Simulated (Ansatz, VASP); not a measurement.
# GaN in two plane-wave programs, part 3 of 3

Aim: how closely do two programs agree when they are given the same cell, functional and k mesh? The cell is taken from a series of runs on this material, whose earlier steps may have relaxed, scaled, displaced or heated it; both programs get it as it stands.

VASP 6.6.1 and Ansatz 0.2.0.

So far: The structure; Ansatz: zone-centre phonons, LDA; VASP: zone-centre phonons, LDA.

## (3) VASP: zone-centre phonons, LDA (continued)

Level of this step: LDA; plane waves and PAW (N, Ga_d) (VASP).

Numbers of over 12 decimals in the logs are rounded to 6 here.

From OUTCAR (step 3):

```text
ion  position               nearest neighbor table
   1  0.333  0.667  0.376-   4 1.92   4 1.92   4 1.92   3 1.93
   2  0.667  0.333  0.876-   3 1.92   3 1.92   3 1.92   4 1.93
   3  0.333  0.667  0.999-   2 1.92   2 1.92   2 1.92   1 1.93
   4  0.667  0.333  0.499-   1 1.92   1 1.92   1 1.92   2 1.93

  LATTYP: Found a hexagonal cell.
 ALAT       =     3.1410392122
 C/A-ratio  =     1.6304621485

 Subroutine GETGRP returns: Found 12 space group operations
 (whereof  6 operations were pure point group operations)

The static configuration has the point symmetry C_3v.
 The point group associated with its full space group is C_6v.

 Found    135 irreducible k-points:

   k-points           NKPTS =    135   k-points in BZ     NKDIM =    135   number of bands    NBANDS=     24

   dimension x,y,z NGX =    28 NGY =   28 NGZ =   42
   dimension x,y,z NGXF=    56 NGYF=   56 NGZF=   84

   ENCUT  =  600.0 eV  44.10 Ry    6.64 a.u.   6.27  6.27 10.23*2*pi/ulx,y,z

   NELECT =      36.0000    total number of electrons

 k-points in reciprocal lattice and weights: Automatic mesh
   0.00000000  0.00000000  0.00000000       0.001
   0.06666667  0.00000000  0.00000000       0.003
   0.13333333  0.00000000  0.00000000       0.003
   0.20000000  0.00000000  0.00000000       0.003
   0.26666667  0.00000000  0.00000000       0.003
   0.33333333  0.00000000  0.00000000       0.003
   0.40000000  0.00000000  0.00000000       0.003
   0.46666667  0.00000000  0.00000000       0.003
   0.06666667  0.06666667  0.00000000       0.003
[...]
-1.570519606  2.720219752  0.000000000     0.000000000  0.367617359  0.000000000
     0.000000000  0.000000000  5.121345543     0.000000000  0.000000000  0.195261185

 POSITION                                       TOTAL-FORCE (eV/Angst)
 -----------------------------------------------------------------------------------
      0.00000      1.81348      1.92395         0.000000     -0.000000     -0.000419
      1.57052      0.90674      4.48462        -0.000000      0.000000     -0.000419
      0.00000      1.81348      5.11790        -0.000000     -0.000000      0.000419
      1.57052      0.90674      2.55723         0.000000      0.000000      0.000419
 -----------------------------------------------------------------------------------
    total drift:                               -0.000000     -0.000001     -0.000037

 MACROSCOPIC STATIC DIELECTRIC TENSOR (including local field effects in DFT)
 ------------------------------------------------------
           5.511409    -0.000000     0.000000
           0.000000     5.511409     0.000000
           0.000000     0.000000     5.683631
 ------------------------------------------------------

 PIEZOELECTRIC TENSOR (including local field effects)  for field in x, y, z        (C/m^2)
          XX          YY          ZZ          XY          YZ          ZX
  --------------------------------------------------------------------------------
  x     0.00000     0.00000     0.00000     0.00000     0.00000     0.55466
  y     0.00000    -0.00000     0.00000     0.00000     0.55466     0.00000
  z     0.49679     0.49679    -1.01078     0.00000     0.00000     0.00000

 BORN EFFECTIVE CHARGES (including local field effects) (in |e|, cummulative output)
 ---------------------------------------------------------------------------------
 ion    1
    1    -2.57424     0.00000    -0.00000
    2     0.00000    -2.57424    -0.00000
    3     0.00000     0.00000    -2.70893
 ion    2
    1    -2.57424     0.00000     0.00000
    2     0.00000    -2.57424     0.00000
    3     0.00000    -0.00000    -2.70893
 ion    3
    1     2.57424     0.00000     0.00000
    2    -0.00000     2.57424     0.00000
    3    -0.00000     0.00000     2.70893
 ion    4
    1     2.57424     0.00000     0.00000
    2     0.00000     2.57424     0.00000
    3     0.00000     0.00000     2.70893

 Eigenvectors and eigenvalues of the dynamical matrix
 ----------------------------------------------------

   1 f  =   21.315198 THz   133.927341 2PiTHz  710.998487 cm-1    88.152538 meV
             X         Y         Z           dx          dy          dz
      0.000000  1.813480  1.923949    -0.000000   -0.000000   -0.705773
      1.570520  0.906740  4.484621    -0.000000   -0.000000    0.705773
      0.000000  1.813480  5.117901     0.000000    0.000000    0.043415
      1.570520  0.906740  2.557229     0.000000    0.000000   -0.043415

   2 f  =   17.479941 THz   109.829708 2PiTHz  583.068068 cm-1    72.291194 meV
             X         Y         Z           dx          dy          dz
      0.000000  1.813480  1.923949    -0.662079   -0.000007    0.000000
      1.570520  0.906740  4.484621     0.662079    0.000007   -0.000000
      0.000000  1.813480  5.117901    -0.248297   -0.000003   -0.000000
      1.570520  0.906740  2.557229     0.248297    0.000003   -0.000000

   3 f  =   17.479941 THz   109.829708 2PiTHz  583.068068 cm-1    72.291194 meV
             X         Y         Z           dx          dy          dz
      0.000000  1.813480  1.923949     0.000007   -0.662079    0.000000
      1.570520  0.906740  4.484621    -0.000007    0.662079    0.000000
      0.000000  1.813480  5.117901     0.000003   -0.248297   -0.000000
      1.570520  0.906740  2.557229    -0.000003    0.248297    0.000000

   4 f  =   17.185879 THz   107.982060 2PiTHz  573.259204 cm-1    71.075051 meV
             X         Y         Z           dx          dy          dz
      0.000000  1.813480  1.923949     0.645282    0.000001   -0.000000
      1.570520  0.906740  4.484621     0.645282    0.000001    0.000000
      0.000000  1.813480  5.117901    -0.289156   -0.000000    0.000000
      1.570520  0.906740  2.557229    -0.289156   -0.000000    0.000000

   5 f  =   17.185879 THz   107.982060 2PiTHz  573.259204 cm-1    71.075051 meV
             X         Y         Z           dx          dy          dz
      0.000000  1.813480  1.923949     0.000001   -0.645282    0.000000
      1.570520  0.906740  4.484621     0.000001   -0.645282    0.000000
      0.000000  1.813480  5.117901    -0.000000    0.289156    0.000000
      1.570520  0.906740  2.557229    -0.000000    0.289156    0.000000

   6 f  =   16.525483 THz   103.832671 2PiTHz  551.230774 cm-1    68.343875 meV
             X         Y         Z           dx          dy          dz
      0.000000  1.813480  1.923949    -0.000000    0.000000   -0.645302
      1.570520  0.906740  4.484621    -0.000000   -0.000000   -0.645302
      0.000000  1.813480  5.117901     0.000000   -0.000000    0.289111
      1.570520  0.906740  2.557229    -0.000000    0.000000    0.289111

   7 f  =   10.249409 THz    64.398935 2PiTHz  341.883478 cm-1    42.388130 meV
             X         Y         Z           dx          dy          dz
      0.000000  1.813480  1.923949    -0.000000    0.000000    0.043415
      1.570520  0.906740  4.484621     0.000000   -0.000000   -0.043415
      0.000000  1.813480  5.117901     0.000000   -0.000000    0.705773
      1.570520  0.906740  2.557229    -0.000000    0.000000   -0.705773

   8 f  =    4.141459 THz    26.021553 2PiTHz  138.144196 cm-1    17.127690 meV
             X         Y         Z           dx          dy          dz
      0.000000  1.813480  1.923949    -0.248297    0.000025    0.000000
      1.570520  0.906740  4.484621     0.248297   -0.000025    0.000000
      0.000000  1.813480  5.117901     0.662079   -0.000067    0.000000
      1.570520  0.906740  2.557229    -0.662079    0.000067    0.000000

   9 f  =    4.141459 THz    26.021553 2PiTHz  138.144196 cm-1    17.127690 meV
             X         Y         Z           dx          dy          dz
      0.000000  1.813480  1.923949    -0.000025   -0.248297   -0.000000
      1.570520  0.906740  4.484621     0.000025    0.248297   -0.000000
      0.000000  1.813480  5.117901     0.000067    0.662079   -0.000000
      1.570520  0.906740  2.557229    -0.000067   -0.662079   -0.000000

  10 f/i=    0.000118 THz     0.000744 2PiTHz    0.003949 cm-1     0.000490 meV
             X         Y         Z           dx          dy          dz
      0.000000  1.813480  1.923949    -0.169268   -0.234435    0.000000
      1.570520  0.906740  4.484621    -0.169268   -0.234435    0.000000
      0.000000  1.813480  5.117901    -0.377738   -0.523166    0.000000
      1.570520  0.906740  2.557229    -0.377738   -0.523166    0.000000

  11 f/i=    0.000118 THz     0.000744 2PiTHz    0.003949 cm-1     0.000490 meV
             X         Y         Z           dx          dy          dz
      0.000000  1.813480  1.923949     0.234435   -0.169268   -0.000000
      1.570520  0.906740  4.484621     0.234435   -0.169268   -0.000000
      0.000000  1.813480  5.117901     0.523166   -0.377738   -0.000000
      1.570520  0.906740  2.557229     0.523166   -0.377738   -0.000000

  12 f/i=    0.001272 THz     0.007994 2PiTHz    0.042437 cm-1     0.005261 meV
             X         Y         Z           dx          dy          dz
      0.000000  1.813480  1.923949    -0.000000    0.000000   -0.289111
      1.570520  0.906740  4.484621    -0.000000    0.000000   -0.289111
      0.000000  1.813480  5.117901    -0.000000    0.000000   -0.645302
      1.570520  0.906740  2.557229    -0.000000    0.000000   -0.645302

 MACROSCOPIC STATIC DIELECTRIC TENSOR IONIC CONTRIBUTION
 ------------------------------------------------------
           3.889658    -0.000000     0.000000
          -0.000000     3.889658    -0.000000
           0.000000    -0.000000     4.659059
 ------------------------------------------------------

 ELASTIC MODULI CONTR FROM IONIC RELAXATION (kBar)
 Direction    XX          YY          ZZ          XY          YZ          ZX
 --------------------------------------------------------------------------------
 XX        -761.0708    329.6726    406.9862     -0.0000      0.0000      0.0000
 YY         329.6726   -761.0708    406.9862      0.0000     -0.0000     -0.0000
 ZZ         406.9862    406.9862   -767.9114      0.0000     -0.0000      0.0000
 XY          -0.0000      0.0000      0.0000   -545.3717     -0.0000      0.0000
 YZ           0.0000     -0.0000     -0.0000     -0.0000   -187.4527      0.0000
 ZX           0.0000     -0.0000      0.0000      0.0000      0.0000   -202.4749
 --------------------------------------------------------------------------------

 PIEZOELECTRIC TENSOR IONIC CONTR  for field in x, y, z        (C/m^2)
          XX          YY          ZZ          XY          YZ          ZX
  --------------------------------------------------------------------------------
  x     0.00000    -0.00000     0.00000     0.00000     0.00000    -0.83505
  y    -0.00000    -0.00000    -0.00000    -0.00000    -0.80348     0.00000
  z    -0.94329    -0.94329     1.77982    -0.00000     0.00000    -0.00000
```

The dielectric response converges more slowly with the mesh than energies do, so tensor and charges may still move on a finer one.

## (4) Differences

Known differences besides the potentials themselves: fixed occupations in Ansatz, narrow Gaussian smearing in VASP; VASP's response is taken on the typed mesh, Ansatz refines its own for the field response alone; the cutoff is 420 eV in Ansatz and 600 eV in VASP; VASP's log shows a relativistic correction to its local exchange, Ansatz's none; VASP's log repeats an internal error in its field response. Total energies have different zeros and are not compared.

Compared:

```csv
quantity,Ansatz,VASP,difference
ε∞ xx,5.57,5.51,+1.12 %
ε∞ yy,5.57,5.51,+1.12 %
ε∞ zz,5.75,5.68,+1.08 %
Born charge of N1 (mean of the diagonal) (e),-2.63,-2.62,-0.01
Born charge of Ga3 (mean of the diagonal) (e),2.63,2.62,+0.01
optical mode 1 to 2 (cm⁻¹),139.3,138.1,+0.81 %
optical mode 3 (cm⁻¹),339.4,341.9,-0.72 %
optical mode 4 (cm⁻¹),547.0,551.2,-0.76 %
optical mode 5 to 6 (cm⁻¹),568.7,573.3,-0.80 %
optical mode 7 to 8 (cm⁻¹),578.5,583.1,-0.78 %
optical mode 9 (cm⁻¹),707.3,711.0,-0.52 %
```

Modes are paired by rising frequency, not by their patterns, so a pair may set unlike modes beside each other; they are those without the splitting of longitudinal modes.

## (5) Summary of results

| Property | Result |
| --- | --- |
| r.m.s. difference of the optical zone-centre modes, each program's sorted by frequency (zone-centre phonons, LDA) | 3.7 cm⁻¹ |
| difference in ε∞ xx (zone-centre phonons, LDA) | +1.1 % |

In words: The r.m.s. difference of the optical zone-centre modes, each program's sorted by frequency is 3.7 cm⁻¹ (zone-centre phonons, LDA). Among the rows given in per cent, the largest difference of the zone-centre phonons, LDA pair is in ε∞ xx, +1.1 %. How closely two codes agree says nothing of how well the functional describes the real material.

[Lines on the potential files, build, host, timing and source positions are cut from VASP's logs without a mark.]

[Logs are printed without paths, hosts, clocks, repeated set-up lines and the standing remarks that a program may print on its own settings, such as how far it seeks lower states.]

[Hosts, paths, dates, database ids (printed as entryN), source tags and the programs' standing remarks are cut or masked in the printed files.]
